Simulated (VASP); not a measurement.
Given:

```xyz
5
Lattice="4.1800 0.0000 0.0000 -2.0900 3.6200 0.0000 0.0000 0.0000 7.1900" Properties=species:S:1:pos:R:3 pbc="T T T"
Eu     0.0000     0.0000     0.0000
Al     2.0900     1.2067     2.6812
Al     0.0000     2.4133     4.5087
Ge     2.0900     1.2067     5.3034
Ge     0.0000     2.4133     1.8866
```

Calculation: r2SCAN meta-GGA, VASP's PBE PAW potentials (set 64) (plane waves; VASP 6.6.1). Run with 480 eV cut-off, 8×8×4 Γ-centred mesh, first-order Methfessel-Paxton smearing of 0.10 eV, potentials Eu_2 Al Ge_d.

The 4f electrons are frozen in the core of the lanthanide potential, so 4f levels, which can set the real gap, and their magnetism are missing.

Each row applies one change to this cell, which was relaxed at other settings and keeps the small stress of the first row; at a fixed cut-off the stress holds a Pulay part, so it need not integrate to ΔE exactly. Stress is in GPa, positive when the cell is compressed.

| change | ΔE (meV/atom) | σxx | σyy | σzz | largest shear component, with its sign (GPa) | largest force (eV/Å) |
|---|---|---|---|---|---|---|
| none | 0.0 | 0.05 | 0.05 | 0.08 | 0.00 | 0.017 |
| uniaxial strain of -2.0 % along z | 4.8 | 0.63 | 0.63 | 3.31 | 0.00 | 0.198 |
| atom 5 (Ge) moved by -0.150 Å along y | 16.4 | 0.90 | -0.18 | 0.22 | -0.03 | 1.052 |
| biaxial strain of -3.0 % in the xz plane | 25.3 | 6.51 | 2.19 | 6.22 | -0.68 | 0.345 |
| biaxial strain of -1.0 % in the xy plane | 3.0 | 2.07 | 2.07 | 0.62 | 0.00 | 0.057 |
| biaxial strain of -3.0 % in the xy plane | 26.6 | 6.82 | 6.82 | 1.93 | 0.00 | 0.172 |
| uniaxial strain of +3.0 % along y | 8.5 | -0.81 | -4.24 | -0.67 | -0.34 | 0.078 |

Failed runs are left out, and for metals the shear rows, which the mesh's noise covers.

The structure comes from a computed database's Al2EuGe2 entry (P-3m1); how it stands against other phases isn't given here.
